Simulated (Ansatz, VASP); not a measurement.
# Ti15O32 (V_Ti): VASP beside Ansatz, part 2 of 3

Wanted: the spread between two codes on one cell, functional and k mesh. Of the first pair: The structure shown is the start of the Ansatz relaxation below; VASP solves that cell, so the two are compared at the walk's first step.

VASP 6.6.1 and Ansatz 0.2.0.

So far: Starting point; Ansatz: relaxation, LDA; VASP: single point, LDA, start cell, pair 1.

## Step 4: Differences

Known differences besides the potentials themselves: VASP starts from the moments at which Ansatz ended; fixed occupations in Ansatz, narrow Gaussian smearing in VASP; the cutoff is 420 eV in Ansatz and 520 eV in VASP (PREC = Accurate, projectors in real space); VASP's log shows a relativistic correction to its local exchange, Ansatz's none. Total energies have different zeros and are not compared.

Forces on 10 of the 47 atoms, those with the largest forces and the largest differences (eV/Å; atoms numbered as in POSCAR):

| atom | Ansatz x, y, z | VASP x, y, z |
| --- | --- | --- |
| Ti3 | -1.173, -0.653, 3.900 | -1.168, -0.645, 3.924 |
| Ti5 | 0.562, 0.268, -1.781 | 0.565, 0.284, -1.814 |
| Ti10 | 1.165, 0.700, 2.975 | 1.153, 0.746, 2.961 |
| Ti11 | -0.395, 1.289, -3.043 | -0.428, 1.270, -3.060 |
| Ti15 | 0.239, -1.351, -3.475 | 0.250, -1.390, -3.503 |
| O16 | 0.901, 0.098, -0.890 | 0.807, 0.096, -0.868 |
| O18 | 0.341, -1.400, -1.110 | 0.337, -1.414, -1.089 |
| O31 | -1.531, -0.090, -1.232 | -1.527, -0.090, -1.278 |
| O32 | -1.249, -0.051, -0.674 | -1.177, -0.051, -0.616 |
| O45 | 0.088, 0.974, 0.733 | 0.090, 0.841, 0.722 |

The forces differ by 31 meV/Å r.m.s., which is 3.4 % of the r.m.s. force of 0.917 eV/Å (both taken over all components). Moments aren't recorded for both runs of this pair, so they may hold unlike magnetic states. The cell carries a charge of -2 e against a uniform background, so its pressure also hangs on how the neutralising background is counted, and in a defect's cell a gap may be the spacing between its levels.

## Step 5: Ansatz: relaxation, LDA

This run makes the geometry at which the two programs are then compared.

The structure compared here is the end of the Ansatz relaxation.

Contents of input.yaml:

```yaml
crystal:
  lattice:
    - [3.73903267, 0.0, 0.0]
    - [0.0, 3.73903267, 0.0]
    - [0.0, 0.0, 9.45758532]
  atoms:
    - { symbol: Ti, position: [0.0, 0.0, 0.0] }
    - { symbol: Ti, position: [0.5, 0.5, 0.5] }
    - { symbol: Ti, position: [0.0, 0.5, 0.25] }
    - { symbol: Ti, position: [0.5, 0.0, 0.75] }
    - { symbol: O, position: [0.0, 0.5, 0.45794644] }
    - { symbol: O, position: [0.5, 0.0, 0.95794644] }
    - { symbol: O, position: [0.0, 0.0, 0.20794644] }
    - { symbol: O, position: [0.5, 0.5, 0.70794644] }
    - { symbol: O, position: [0.0, 0.5, 0.04205356] }
    - { symbol: O, position: [0.5, 0.0, 0.54205356] }
    - { symbol: O, position: [0.0, 0.0, 0.79205356] }
    - { symbol: O, position: [0.5, 0.5, 0.29205356] }
  supercell: [2, 2, 1]
  defects: [{ vacancy: 25 }]
total_charge: -2
basis:
  ecutwfc: 420
  xc_grid: 2
hamiltonian:
  xc: lda
kpoints:
  mp_grid: { grid: [1, 1, 1], shift: [0.25, 0.25, 0.25] }
magnetization:
  spin_polarized: true
  initial_magnetization: 2
  spin_locking: { lock_magnetization: hard }
scf:
  occupations: { method: fixed }
  max_iter: 100
output:
  forces: true
  charged_corrections:
    epsilon: [6.87, 6.87, 6.27]
    static_epsilon: [53.34, 53.34, 27.44]
relax:
  f_tol: 0.02
  max_steps: 80
  random_displacement: { amplitude: 0.05, seed: 8665 }
checkpoint:
  write: "../qm2_M2.relax.run"
  compress: false
  write_wavefunctions: true
  write_every: 100000
```

Run with:

```bash
$ ansatz run input.yaml --threads 4 --pin off --max-ram 6594MiB --backend cpu --events-out ev --progress --plain --runs-dir out
```

Numbers of over 12 decimals in the logs are rounded to 6 here.

The log of the run:

```text
[...]
Crystal: 47 atoms, lattice volume = 528.882 Å³
Basis set: ecut = 420 eV, 10375 PW (Γ), exchange–correlation on 100×100×128 points (8 copies of the dense FFT grid, shifted against one another)
Bands: 235, of which v1, the nominal top of the filled ones, is band 187 counted from 1 (186 counted from 0)
Symmetry: 1 space group operations
k-points: 1
[...]
Starting moments: Σ|m| = 2 μB on 47 of 47 sites
[...]
- { symbol: Ti, position: [-0.00205106, 0.748457, 0.251280] }
    - { symbol: Ti, position: [0.248959, 0.497929, 0.749251] }
[...]
- { symbol: Ti, position: [0.501943, 0.497541, 0.000195666] }
    - { symbol: Ti, position: [0.750443, 0.749481, 0.509304] }
    - { symbol: Ti, position: [0.501831, 0.750538, 0.251128] }
    - { symbol: Ti, position: [0.749399, 0.489922, 0.735961] }
[...]
- { symbol: O, position: [0.497726, 0.750035, 0.042953] }
    - { symbol: O, position: [0.749255, 0.504150, 0.547856] }
    - { symbol: O, position: [0.498491, 0.502565, 0.791288] }
    - { symbol: O, position: [0.750449, 0.749209, 0.292176] }
```

## Step 6: VASP: single point, LDA, relaxed cell, pair 2

The same cell, functional (in two slightly different forms) and mesh now go to VASP, with its own data sets.

Contents of INCAR:

```
SYSTEM = Ti15O32
PREC = Accurate
ENCUT = 520
EDIFF = 1E-06
NELM = 200
ISMEAR = 0
SIGMA = 0.01
LREAL = Auto
ALGO = Normal
GGA = PW92
NELECT = 374
NBANDS = 224
ISPIN = 2
MAGMOM = -0.01 -0 -0.01 -0.01 -0.01 -0 -0.01 -0.01 -0.01 -0.02 -0.01 -0.01 -0 -0.01 -0.01 0.05 0.06 0.06 0.04 0.11 0.01 0.06 0.05 0.01 0.05 0.04 0.03 0.06 0.01 0.04 0.03 0.08 0.11 0.04 0.19 0.09 0.05 0.04 0.2 0.01 0.09 0.06 0.05 0.05 0.08 0.06 0.04
LASPH = .TRUE.
LMAXMIX = 4
LORBIT = 11
LWAVE = .FALSE.
LCHARG = .FALSE.
ISIF = 2
ISYM = 0
NUPDOWN = 2
GGA_COMPAT = .FALSE.
NCORE = 2
```

Contents of POSCAR:

```
Ti15O32
1.0
    7.4780653400      0.0000000000      0.0000000000
    0.0000000000      7.4780653400      0.0000000000
    0.0000000000      0.0000000000      9.4575853200
Ti O
15 32
Direct
    0.9975487226      0.0019276498      0.0001637517
    0.2503570385      0.2492460556      0.4911563240
    0.9946744977      0.2492870115      0.2649972473
    0.2510044746      0.0017546351      0.7491496364
    0.9964009368      0.4966401755      0.9999272747
    0.2506368418      0.7490828124      0.5002403526
    0.9979489366      0.7484570351      0.2512798765
    0.2489594405      0.4979285113      0.7492510864
    0.5029245624      0.0030997037      0.0004188567
    0.5099390676      0.2501151328      0.2645098671
    0.7502642103      0.0052841453      0.7353253364
    0.5019433082      0.4975411699      0.0001956660
    0.7504429964      0.7494806453      0.5093037418
    0.5018308508      0.7505376838      0.2511280315
    0.7493993498      0.4899217317      0.7359608832
    0.0055620557      0.2490360644      0.4528527341
    0.2499614964      0.9973723605      0.9581655066
    0.0020275676      0.9985280078      0.2089757339
    0.2502497553      0.2492240600      0.7082188436
    0.0049121897      0.2494606952      0.0332814078
    0.2509416155      0.9990362194      0.5417014587
    0.0009386800      0.9977490861      0.7914592054
    0.2515881490      0.2487470575      0.2832131836
    0.0007202279      0.7487821147      0.4586774034
    0.2494877000      0.5019399282      0.9575083530
    0.0028660486      0.5002691001      0.2084283158
    0.2484380921      0.7495016153      0.7079083806
    0.0021642594      0.7495867267      0.0422377834
    0.2504854196      0.5000419403      0.5415747519
    0.0004340999      0.4993331060      0.7913723341
    0.2502977065      0.7508596332      0.2924762422
    0.4957154808      0.2508817198      0.4525766940
    0.7500737370      0.9947815114      0.9671403499
    0.5004399168      0.9990428465      0.2090752149
    0.7480921605      0.2484405746      0.7557771091
    0.4946423800      0.2501962838      0.0338833157
    0.7511514040      0.9943263082      0.5474980716
    0.4991727731      0.9967401095      0.7919704422
    0.7513966042      0.2508779996      0.2445579606
    0.4997258290      0.7493642589      0.4588883504
    0.7492861365      0.5049762987      0.9665590627
    0.4973052612      0.5009496545      0.2091746078
    0.7504227115      0.7483475574      0.7171626039
    0.4977257379      0.7500351450      0.0429525085
    0.7492548011      0.5041504771      0.5478557969
    0.4984914729      0.5025646753      0.7912881333
    0.7504486852      0.7492094246      0.2921757226
```

Contents of KPOINTS:

```
Points of the shifted mesh
1
Reciprocal
 0.2500000000  0.2500000000  0.2500000000 1
```

PAW data sets: Ti_sv and O (LDA family, release 64).

Run with:

```bash
$ mpirun -np 8 vasp_std
```

The log of the run:

```text
[banner, memory and clock lines left out]
running    8 mpi-ranks, on    1 nodes
[...]
[... a notice as in an earlier step ...]

 LDA part: xc-table for (Slater(with rela. corr.)+PW92), standard interpolation
 POSCAR, INCAR and KPOINTS ok, starting setup
[...]
entering main loop
       N       E                     dE             d eps       ncg     rms          rms(c)
DAV:   1     0.629221176075E+04    0.62922E+04   -0.18152E+05   896   0.195E+03
DAV:   2     0.898926186125E+03   -0.53933E+04   -0.51548E+04   896   0.620E+02
DAV:   3    -0.427560397360E+03   -0.13265E+04   -0.12846E+04  1072   0.269E+02
DAV:   4    -0.550373135983E+03   -0.12281E+03   -0.12202E+03  1216   0.900E+01
DAV:   5    -0.560800188607E+03   -0.10427E+02   -0.10422E+02  1440   0.205E+01BRMIX: very serious problems
 the old and the new charge density differ
 old charge density:   372.00000 new  373.99999
    0.939E+01
DAV:   6    -0.444455641890E+03    0.11634E+03   -0.81700E+02  1272   0.101E+02    0.372E+01
DAV:   7    -0.441564729675E+03    0.28909E+01   -0.13883E+02  1288   0.350E+01    0.238E+01
DAV:   8    -0.440871484292E+03    0.69325E+00   -0.25447E+01  1240   0.181E+01    0.109E+01
DAV:   9    -0.440272133491E+03    0.59935E+00   -0.84021E+00  1328   0.855E+00    0.728E+00
[...]
DAV:  18    -0.440054849260E+03    0.74563E-05   -0.95835E-05  1288   0.346E-02    0.203E-02
DAV:  19    -0.440054847987E+03    0.12730E-05   -0.33641E-05  1224   0.169E-02    0.125E-02
DAV:  20    -0.440054847219E+03    0.76835E-06   -0.96200E-06   984   0.955E-03
   1 F= -.44005485E+03 E0= -.44005485E+03  d E =-.478276E-19  mag=     2.0000
```

Parts of OUTCAR (step 6):

```text
  Total       26.2544421     26.2653757     19.2952786      0.6269813      0.0959747      0.0578013
  in kB       79.5343245     79.5674466     58.4524685      1.8993562      0.2907424      0.1751013
  external PRESSURE =      72.5180799 kB  Pullay stress =       0.0000000 kB

 POSITION                                       TOTAL-FORCE (eV/Angst)
 -----------------------------------------------------------------------------------
      7.45973      0.01442      0.00155         0.003321     -0.002293      0.000405
      1.87219      1.86388      4.64515         0.005958      0.003537      0.054522
      7.43824      1.86418      2.50623         0.030274     -0.001271     -0.131990
      1.87703      0.01312      7.08515        -0.007985     -0.014402      0.003705
      7.45115      3.71391      9.45690         0.022269      0.016705      0.001253
      1.87428      5.60169      4.73107         0.013092     -0.015871      0.001351
      7.46273      5.59701      2.37650         0.016703      0.022488      0.000796
      1.86173      3.72354      7.08611         0.006236      0.007859      0.003326
      3.76090      0.02318      0.00396        -0.019943     -0.015769     -0.002568
      3.81336      1.87038      2.50162        -0.043890     -0.000444     -0.129434
      5.61052      0.03952      6.95440         0.003509     -0.033445      0.140841
      3.75356      3.72065      0.00185        -0.010406      0.002532     -0.000681
      5.61186      5.60467      4.81678        -0.002338     -0.014375     -0.057996
      3.75272      5.61257      2.37506        -0.004807      0.002527     -0.002727
[...]
-----------------------------------------------------------------------------------
    total drift:                                0.044105     -0.039947     -0.003687

  FREE ENERGIE OF THE ION-ELECTRON SYSTEM (eV)
  ---------------------------------------------------
  free  energy   TOTEN  =      -440.0548472185 eV

  energy  without entropy=     -440.0548472185  energy(sigma->0) =     -440.05484722

 magnetization (x)
# of ion       s       p       d       tot
------------------------------------------
    1       -0.001  -0.001  -0.019  -0.022
    2       -0.000   0.004  -0.004  -0.000
    3       -0.001  -0.000  -0.019  -0.020
    4       -0.000  -0.001  -0.009  -0.010
    5       -0.001  -0.001  -0.019  -0.021
    6       -0.000  -0.000  -0.000  -0.001
    7       -0.000  -0.001  -0.009  -0.010
    8       -0.000  -0.000  -0.010  -0.011
    9       -0.001  -0.001  -0.019  -0.021
   10       -0.001   0.000  -0.024  -0.025
   11       -0.001  -0.000  -0.019  -0.020
   12       -0.001  -0.001  -0.018  -0.020
   13       -0.000   0.004  -0.004  -0.000
[...]
--------------------------------------------------
tot          0.019   1.852  -0.208   1.663

[... 1 part as in an earlier step ...]

[... 2 further parts left out ...]
[key lines of the parts left out:]
E-fermi :   2.9202
```

The run ends at a pressure of 7.25 GPa, with forces up to 0.18 eV/Å.

## Step 7: Side by side

What differs besides the data sets and the points named for the pairs above, as far as they apply: site moments are counted in spheres of each program's own size. Total energies have different zeros and are not compared.

Both answers:

| quantity | Ansatz | VASP | difference |
| --- | --- | --- | --- |
| total moment, fixed by the input (μB) | 2.00 | 2.00 | 0.00 |
| moment on O39 (μB) | 0.20 | 0.20 | 0.00 |
| moment on O35 (μB) | 0.19 | 0.19 | 0.00 |
| moment on O20 (μB) | 0.11 | 0.11 | 0.00 |
| moment on O33 (μB) | 0.11 | 0.10 | 0.00 |
| moment on O36 (μB) | 0.09 | 0.09 | 0.00 |
| moment on O41 (μB) | 0.09 | 0.09 | 0.00 |
| moment on O45 (μB) | 0.08 | 0.08 | 0.00 |
| moment on O32 (μB) | 0.08 | 0.08 | 0.00 |

Forces on 7 of the 47 atoms, those with the largest forces and the largest differences (eV/Å; atoms numbered as in POSCAR):

| atom | Ansatz x, y, z | VASP x, y, z |
| --- | --- | --- |
| Ti3 | 0.001, -0.002, -0.003 | 0.030, -0.001, -0.132 |
| Ti10 | -0.004, 0.002, -0.009 | -0.044, 0.000, -0.129 |
| Ti11 | 0.002, -0.001, 0.011 | 0.004, -0.033, 0.141 |
| O16 | 0.002, -0.004, 0.002 | -0.090, -0.004, 0.152 |
| O32 | -0.006, -0.003, 0.012 | 0.077, 0.000, 0.158 |
| O37 | 0.000, -0.001, -0.007 | 0.001, 0.090, -0.158 |
| O45 | 0.000, 0.004, -0.003 | -0.002, -0.079, -0.149 |

The forces differ by 40 meV/Å r.m.s., where the r.m.s. force is 0.004 eV/Å in Ansatz and 0.040 eV/Å in VASP: the atoms lie near their places of rest in Ansatz, so a percentage would say little (all taken over all components). The cell carries a charge of -2 e against a uniform background, so its pressure also hangs on how the neutralising background is counted, and in a defect's cell a gap may be the spacing between its levels.

## Step 8: Ansatz: relaxation, LDA

This run makes the geometry at which the two programs are then compared.

The structure compared here is the end of the Ansatz relaxation.

Changes to input.yaml since step 5:

```diff
@@ -20,3 +20,3 @@
   defects: [{ vacancy: 25 }]
-total_charge: -2
+total_charge: -3
 basis:
@@ -30,3 +30,3 @@
   spin_polarized: true
-  initial_magnetization: 2
+  initial_magnetization: 1
   spin_locking: { lock_magnetization: hard }
@@ -43,5 +43,5 @@
   max_steps: 80
-  random_displacement: { amplitude: 0.05, seed: 8665 }
+  random_displacement: { amplitude: 0.05, seed: 8663 }
 checkpoint:
-  write: "../qm2_M2.relax.run"
+  write: "../qm3_M1.relax.run"
   compress: false
```

Run with:

```bash
$ ansatz run input.yaml --threads 4 --pin off --max-ram 6594MiB --backend cpu --events-out ev --progress --plain --runs-dir out
```

The log of the run:

```text
[...]
Crystal: 47 atoms, lattice volume = 528.882 Å³
Basis set: ecut = 420 eV, 10375 PW (Γ), exchange–correlation on 100×100×128 points (8 copies of the dense FFT grid, shifted against one another)
Bands: 235, of which v1, the nominal top of the filled ones, is band 188 counted from 1 (187 counted from 0)
Symmetry: 1 space group operations
k-points: 1
[...]
Starting moments: Σ|m| = 1 μB on 47 of 47 sites
[...]
- { symbol: Ti, position: [-0.00295418, 0.750082, 0.250219] }
    - { symbol: Ti, position: [0.249318, 0.497580, 0.748926] }
[...]
- { symbol: Ti, position: [0.501047, 0.498214, -0.000268083] }
    - { symbol: Ti, position: [0.748922, 0.749844, 0.510177] }
    - { symbol: Ti, position: [0.501408, 0.749870, 0.250566] }
    - { symbol: Ti, position: [0.749069, 0.489019, 0.735506] }
[...]
- { symbol: O, position: [0.496063, 0.750731, 0.042324] }
    - { symbol: O, position: [0.749871, 0.504301, 0.547399] }
    - { symbol: O, position: [0.496878, 0.503251, 0.791799] }
    - { symbol: O, position: [0.749411, 0.750084, 0.291873] }
```

(Continued in part 3 of 3.)

[Lines on the potential files, build, host, timing and source positions are cut from VASP's logs without a mark.]

[Logs are printed without paths, hosts, clocks, repeated set-up lines and the standing remarks that a program may print on its own settings, such as how far it seeks lower states.]

[Hosts, paths, dates, database ids (printed as entryN), source tags and the programs' standing remarks are cut or masked in the printed files.]
